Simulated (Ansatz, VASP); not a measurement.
Two plane-wave programs on Hf2TiN3

```xyz
6
Lattice="3.0292 0.0000 0.0000 -1.5146 2.6233 0.0000 0.0000 0.0000 7.3674" Properties=species:S:1:pos:R:3 pbc="T T T"
Hf    0.0000    1.7489    4.9759
Hf    1.5146    0.8744    2.3915
Ti    0.0000    0.0000    0.0000
N     1.5146    0.8744    6.2357
N     0.0000    0.0000    3.6837
N     0.0000    1.7489    1.1317
```

Alike in both runs: functional PBE; k mesh 12 × 12 × 6; occupations gaussian, width 0.1 eV; no spin polarisation.

Ansatz relaxed the structure, and its values are those at the end. VASP's run is a single point on that final structure, the one shown.

|  | VASP | Ansatz |
| --- | --- | --- |
| version | VASP 6.6.1 | Ansatz 0.2.0 |
| potentials or method | VASP PAW PBE potentials, release 64 (Hf_pv, Ti_sv, N) | scalar-relativistic, plane waves, PAW |
| plane-wave cutoff (eV) | 520 | 420 |
| valence electrons in the cell | 47 | 79 |

|  | VASP | Ansatz | Ansatz less VASP |
| --- | --- | --- | --- |
| gap on the k mesh at the Fermi level (eV) | none | none | - |
| rms of the force components (eV/Å) | 0.049 | 0.002 | -0.0468 |

A gap of «none» marks a metal or a gap that the smearing closes. The two sets of potentials don't hold the same shells in valence.

 Spin-orbit coupling is left out, which matters for the levels of Hf.
